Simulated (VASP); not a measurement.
Computed with PBE GGA, VASP's PBE PAW potentials (set 64) (plane waves; VASP).

A VASP calculation is set up with these files.

### INCAR
```
SYSTEM = Cu
PREC = Accurate
ENCUT = 400
EDIFF = 1E-6
NELM = 100
ALGO = Normal
LREAL = .FALSE.
LASPH = .TRUE.
ISMEAR = 1
SIGMA = 0.1
GGA = PE
LMAXMIX = 4
LWAVE = .FALSE.
LCHARG = .FALSE.
ISIF = 2
```

POSCAR:
```
Cu
1
    0.0000000000     1.8050000000     1.8050000000
    1.8050000000     0.0000000000     1.8050000000
    1.8050000000     1.8050000000     0.0000000000
Cu
1
Direct
  0.0000000000   0.0000000000   0.0000000000
```

**KPOINTS**
```
Automatic mesh
0
Gamma
16 16 16
0 0 0
```

POTCAR, in this order: Cu (PBE.64 set). Program: vasp_std.

The resulting files:

**OUTCAR**
```
 ion  position               nearest neighbor table
   1  0.000  0.000  0.000-
  LATTYP: Found a face centered cubic cell.
 ALAT       =     3.6100000000
 Subroutine PRICEL returns:
 Original cell was already a primitive cell.
 Subroutine GETGRP returns: Found 48 space group operations
The static configuration has the point symmetry O_h .
The dynamic configuration has the point symmetry O_h .
 Subroutine INISYM returns: Found 48 space group operations
 Subroutine IBZKPT returns following result:
 Found    145 irreducible k-points:

 Following reciprocal coordinates:
            Coordinates               Weight
  0.000000  0.000000  0.000000      1.000000
  0.062500  0.000000  0.000000      8.000000
  0.125000  0.000000  0.000000      8.000000
  0.187500  0.000000  0.000000      8.000000
  0.250000  0.000000  0.000000      8.000000
  0.312500  0.000000  0.000000      8.000000
  0.375000  0.000000  0.000000      8.000000
  0.437500  0.000000  0.000000      8.000000
  0.500000  0.000000  0.000000      4.000000
  0.062500  0.062500  0.000000      6.000000
  0.125000  0.062500  0.000000     24.000000
  0.187500  0.062500  0.000000     24.000000
  0.250000  0.062500  0.000000     24.000000
  0.312500  0.062500  0.000000     24.000000
  0.375000  0.062500  0.000000     24.000000
  0.437500  0.062500  0.000000     24.000000
  0.500000  0.062500  0.000000     24.000000
 -0.437500  0.062500  0.000000     24.000000
 -0.375000  0.062500  0.000000     24.000000
 -0.312500  0.062500  0.000000     24.000000
 -0.250000  0.062500  0.000000     24.000000
 -0.187500  0.062500  0.000000     24.000000
 -0.125000  0.062500  0.000000     24.000000
 -0.062500  0.062500  0.000000     12.000000
  0.125000  0.125000  0.000000      6.000000
  0.187500  0.125000  0.000000     24.000000
  0.250000  0.125000  0.000000     24.000000
  0.312500  0.125000  0.000000     24.000000
  0.375000  0.125000  0.000000     24.000000
  0.437500  0.125000  0.000000     24.000000
  0.500000  0.125000  0.000000     24.000000
 -0.437500  0.125000  0.000000     24.000000
 -0.375000  0.125000  0.000000     24.000000
 -0.312500  0.125000  0.000000     24.000000
 -0.250000  0.125000  0.000000     24.000000
 -0.187500  0.125000  0.000000     24.000000
 -0.125000  0.125000  0.000000     12.000000
  0.187500  0.187500  0.000000      6.000000
  0.250000  0.187500  0.000000     24.000000
  0.312500  0.187500  0.000000     24.000000
   k-points           NKPTS =    145   k-points in BZ     NKDIM =    145   number of bands    NBANDS=      9
   number of dos      NEDOS =    301   number of ions     NIONS =      1
   total plane-waves  NPLWV =   5832
   dimension x,y,z NGX =    18 NGY =   18 NGZ =   18
   dimension x,y,z NGXF=    36 NGYF=   36 NGZF=   36
   ions per type =               1
   PREC   = accura    normal or accurate (medium, high low for compatibility)
   ISTART =      0    job   : 0-new  1-cont  2-samecut
   ICHARG =      2    charge: 1-file 2-atom 10-const
   ISPIN  =      1    spin polarized calculation?
   LNONCOLLINEAR =      F non collinear calculations
   LSORBIT =      F    spin-orbit coupling
   INIWAV =      1    electr: 0-lowe 1-rand  2-diag
   ENCUT  =  400.0 eV  29.40 Ry    5.42 a.u.   4.16  4.16  4.16*2*pi/ulx,y,z
   NELM   =    100;   NELMIN=  2; NELMDL= -5     # of ELM steps
   EDIFF  = 0.1E-05   stopping-criterion for ELM
   LREAL  =      F    real-space projection
   NLSPLINE    = F    spline interpolate recip. space projectors
   LMAXMIX     =    4 max onsite mixed and CHGCAR
   VOSKOWN=      0    Vosko Wilk Nusair interpolation
...
```

**OSZICAR**
```
       N       E                     dE             d eps       ncg     rms          rms(c)
DAV:   1     0.310963215818E+02    0.31096E+02   -0.49147E+03  2715   0.172E+03
DAV:   2    -0.428581485570E+01   -0.35382E+02   -0.33765E+02  2621   0.182E+02
DAV:   3    -0.462621961869E+01   -0.34040E+00   -0.33978E+00  3161   0.255E+01
DAV:   4    -0.462832506582E+01   -0.21054E-02   -0.21052E-02  3196   0.176E+00
DAV:   5    -0.462834935808E+01   -0.24292E-04   -0.24293E-04  3140   0.154E-01    0.766E+00
DAV:   6    -0.410346939676E+01    0.52488E+00   -0.16819E+01  2742   0.947E+01    0.389E+00
DAV:   7    -0.373935378915E+01    0.36412E+00   -0.26256E+00  2776   0.371E+01    0.578E-01
DAV:   8    -0.372859972649E+01    0.10754E-01   -0.50952E-03  2867   0.126E+00    0.308E-01
DAV:   9    -0.372693127612E+01    0.16685E-02   -0.11858E-02  2870   0.233E+00    0.326E-02
DAV:  10    -0.372693148350E+01   -0.20737E-06   -0.54473E-05  3833   0.152E-01    0.851E-03
DAV:  11    -0.372693026613E+01    0.12174E-05   -0.11416E-06  2070   0.229E-02    0.436E-04
DAV:  12    -0.372693027711E+01   -0.10984E-07   -0.52242E-08  1465   0.319E-03
   1 F= -.37269303E+01 E0= -.37268893E+01  d E =-.122875E-03
```

OUTCAR:
```
------------------------ aborting loop because EDIFF is reached ----------------------------------------
  FORCE on cell =-STRESS in cart. coord.  units (eV):
  Direction    XX          YY          ZZ          XY          YZ          ZX
  --------------------------------------------------------------------------------------
  Total        0.1658261      0.1658261      0.1658261     -0.0000000     -0.0000000     -0.0000000
  in kB       22.5892462     22.5892462     22.5892462     -0.0000000     -0.0000000     -0.0000000
  external PRESSURE =      22.5892462 kB  Pullay stress =       0.0000000 kB
  volume of cell :       11.76
      direct lattice vectors                 reciprocal lattice vectors
     0.000000000  1.805000000  1.805000000    -0.277008310  0.277008310  0.277008310
     1.805000000  0.000000000  1.805000000     0.277008310 -0.277008310  0.277008310
     1.805000000  1.805000000  0.000000000     0.277008310  0.277008310 -0.277008310
 POSITION                                       TOTAL-FORCE (eV/Angst)
 -----------------------------------------------------------------------------------
      0.00000      0.00000      0.00000         0.000000      0.000000      0.000000
 -----------------------------------------------------------------------------------
    total drift:                                0.000000     -0.000000      0.000000
  FREE ENERGIE OF THE ION-ELECTRON SYSTEM (eV)
  ---------------------------------------------------
  free  energy   TOTEN  =        -3.7269302771 eV

  energy  without entropy=       -3.7268074021  energy(sigma->0) =       -3.72688932
```
(Selected blocks of OUTCAR.)

The compound is Cu in the fcc structure. The cell was not relaxed at this level.
